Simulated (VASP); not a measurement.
These are LDA (Ceperley-Alder, Perdew-Zunger), VASP's LDA PAW potentials (set 64) (plane waves; VASP) values and carry that method's errors.

Input for VASP

### POSCAR
```
GaN
1
    0.0000000000     2.2535000000     2.2535000000
    2.2535000000     0.0000000000     2.2535000000
    2.2535000000     2.2535000000     0.0000000000
Ga N
1 1
Direct
  0.0000000000   0.0000000000   0.0000000000
  0.7500000000   0.7500000000   0.7500000000
```

INCAR:
```
SYSTEM = GaN
PREC = Accurate
ENCUT = 520
EDIFF = 1E-6
NELM = 100
ALGO = Normal
LREAL = .FALSE.
LASPH = .TRUE.
ISMEAR = 0
SIGMA = 0.05
LMAXMIX = 4
LWAVE = .FALSE.
LCHARG = .FALSE.
IBRION = 2
ISIF = 3
NSW = 60
EDIFFG = -0.01
```

**KPOINTS**
```
Automatic mesh
0
Gamma
9 9 9
0 0 0
```

POTCAR, in this order: Ga_d N (LDA.64 set). Program: vasp_std.

What VASP printed:

File OSZICAR:
```
       N       E                     dE             d eps       ncg     rms          rms(c)
DAV:   1     0.887822390433E+02    0.88782E+02   -0.99323E+03   966   0.243E+03
DAV:   2    -0.842985922511E+01   -0.97212E+02   -0.91229E+02  1035   0.371E+02
DAV:   3    -0.158367321900E+02   -0.74069E+01   -0.73591E+01   990   0.895E+01
DAV:   4    -0.159426822550E+02   -0.10595E+00   -0.10587E+00  1105   0.115E+01
DAV:   5    -0.159441851241E+02   -0.15029E-02   -0.15029E-02  1016   0.125E+00    0.748E+00
DAV:   6    -0.139879163339E+02    0.19563E+01   -0.60272E+00  1333   0.494E+01    0.269E+00
DAV:   7    -0.139608724248E+02    0.27044E-01   -0.29286E-01   920   0.750E+00    0.168E+00
DAV:   8    -0.139371800633E+02    0.23692E-01   -0.88179E-02   965   0.379E+00    0.734E-01
DAV:   9    -0.139329270778E+02    0.42530E-02   -0.18878E-02  1267   0.319E+00    0.203E-01
DAV:  10    -0.139330220620E+02   -0.94984E-04   -0.20785E-03  1169   0.747E-01    0.867E-02
DAV:  11    -0.139329460075E+02    0.76055E-04   -0.32549E-04  1362   0.378E-01    0.813E-03
DAV:  12    -0.139329476767E+02   -0.16691E-05   -0.25604E-05   955   0.702E-02    0.844E-04
DAV:  13    -0.139329477502E+02   -0.73527E-07   -0.96803E-07   614   0.119E-02
   1 F= -.13932948E+02 E0= -.13932948E+02  d E =-.139329E+02
       N       E                     dE             d eps       ncg     rms          rms(c)
DAV:   1    -0.144521954368E+02   -0.51925E+00   -0.65223E+00  1070   0.710E+01    0.442E+00
DAV:   2    -0.140396188440E+02    0.41258E+00   -0.72927E-01  1100   0.308E+01    0.190E+00
DAV:   3    -0.139466544320E+02    0.92964E-01   -0.87703E-02  1110   0.112E+01    0.526E-01
DAV:   4    -0.139330025313E+02    0.13652E-01   -0.14557E-02  1148   0.214E+00    0.675E-02
DAV:   5    -0.139330012419E+02    0.12894E-05   -0.11578E-03  1308   0.556E-01    0.202E-02
DAV:   6    -0.139329860986E+02    0.15143E-04   -0.51889E-05  1053   0.820E-02    0.764E-03
DAV:   7    -0.139329825028E+02    0.35957E-05   -0.60049E-06   965   0.482E-02    0.253E-03
DAV:   8    -0.139329824400E+02    0.62829E-07   -0.38413E-07   465   0.293E-02
   2 F= -.13932982E+02 E0= -.13932982E+02  d E =-.346898E-04
       N       E                     dE             d eps       ncg     rms          rms(c)
DAV:   1    -0.140679725710E+02   -0.13499E+00   -0.16868E+00  1040   0.386E+01    0.210E+00
DAV:   2    -0.139720823844E+02    0.95890E-01   -0.15459E-01  1100   0.135E+01    0.956E-01
DAV:   3    -0.139475040987E+02    0.24578E-01   -0.28895E-02  1075   0.688E+00    0.218E-01
DAV:   4    -0.139445380023E+02    0.29661E-02   -0.39164E-03  1135   0.914E-01    0.285E-02
DAV:   5    -0.139445122314E+02    0.25771E-04   -0.73709E-05  1162   0.966E-02    0.163E-02
DAV:   6    -0.139445110661E+02    0.11653E-05   -0.29381E-06   915   0.317E-02    0.135E-02
DAV:   7    -0.139445099532E+02    0.11129E-05   -0.11578E-06   540   0.229E-02    0.175E-03
DAV:   8    -0.139445099002E+02    0.53031E-07   -0.24556E-07   460   0.187E-02
   3 F= -.13944510E+02 E0= -.13944510E+02  d E =-.115621E-01
```

**OUTCAR**
```
------------------------ aborting loop because EDIFF is reached ----------------------------------------
  FORCE on cell =-STRESS in cart. coord.  units (eV):
  Direction    XX          YY          ZZ          XY          YZ          ZX
  --------------------------------------------------------------------------------------
  Total       -0.0054512     -0.0054512     -0.0054512      0.0000000      0.0000000      0.0000000
  in kB       -0.3927719     -0.3927719     -0.3927719      0.0000000      0.0000000      0.0000000
  external PRESSURE =      -0.3927719 kB  Pullay stress =       0.0000000 kB
  volume of cell :       22.24
      direct lattice vectors                 reciprocal lattice vectors
     0.000000000  2.231917156  2.231917156    -0.224022652  0.224022652  0.224022652
     2.231917156  0.000000000  2.231917156     0.224022652 -0.224022652  0.224022652
     2.231917156  2.231917156 -0.000000000     0.224022652  0.224022652 -0.224022652
  FREE ENERGIE OF THE ION-ELECTRON SYSTEM (eV)
  ---------------------------------------------------
  free  energy   TOTEN  =       -13.9445099002 eV

  energy  without entropy=      -13.9445099002  energy(sigma->0) =      -13.94450990

 reached required accuracy - stopping structural energy minimisation
```
(Selected blocks of OUTCAR.)

File CONTCAR:
```
GaN
   1.00000000000000
     0.0000000000000000    2.2319171564677700    2.2319171564677700
     2.2319171564677700    0.0000000000000000    2.2319171564677700
     2.2319171564677700    2.2319171564677700   -0.0000000000000000
  Ga              N
     1     1
Direct
     0.0000000000000000    0.0000000000000000    0.0000000000000000
     0.7500000000000000    0.7500000000000000    0.7500000000000000
```

### OUTCAR
```
 val. band max:        5.3545801082   @ k =   0.0000   0.0000   0.0000

 cond. band min:       7.2897330017   @ k =   0.0000   0.0000   0.0000


 Fermi energy:         5.6101371471

 k-point     1 :       0.0000    0.0000    0.0000
  band No.  band energies     occupation
      1     -10.7022      2.00000
      2      -8.2290      2.00000
      3      -8.2290      2.00000
      4      -8.2290      2.00000
      5      -7.8809      2.00000
      6      -7.8809      2.00000
      7       5.3546      2.00000
      8       5.3546      2.00000
      9       5.3546      2.00000
     10       7.2897      0.00000
     11      15.6447      0.00000
     12      15.6447      0.00000
     13      15.6447      0.00000

 k-point     2 :       0.1111    0.0000    0.0000
  band No.  band energies     occupation
      1     -10.5575      2.00000
      2      -8.2110      2.00000
      3      -8.2110      2.00000
      4      -8.1803      2.00000
      5      -7.8826      2.00000
      6      -7.8826      2.00000
      7       4.0847      2.00000
      8       5.2176      2.00000
      9       5.2176      2.00000
     10       8.2319      0.00000
     11      15.0549      0.00000
     12      15.8487      0.00000
     13      15.8487      0.00000

 k-point     3 :       0.2222    0.0000    0.0000
  band No.  band energies     occupation
      1     -10.2114      2.00000
      2      -8.1720      2.00000
      3      -8.1720      2.00000
      4      -7.9554      2.00000
      5      -7.8794      2.00000
      6      -7.8794      2.00000
      7       1.9830      2.00000
      8       4.8959      2.00000
      9       4.8959      2.00000
     10       9.3497      0.00000
     11      14.2494      0.00000
     12      16.1158      0.00000
     13      16.1158      0.00000

 k-point     4 :       0.3333    0.0000    0.0000
  band No.  band energies     occupation
      1      -9.8986      2.00000
      2      -8.1434      2.00000
      3      -8.1434      2.00000
...
```

Energy and stress use the plane-wave basis of the starting cell.

The structure comes from a computed database's GaN entry (F-43m); how it stands against other phases isn't given here. This run relaxes it. Symmetry was kept, so distortions that lower it aren't found.
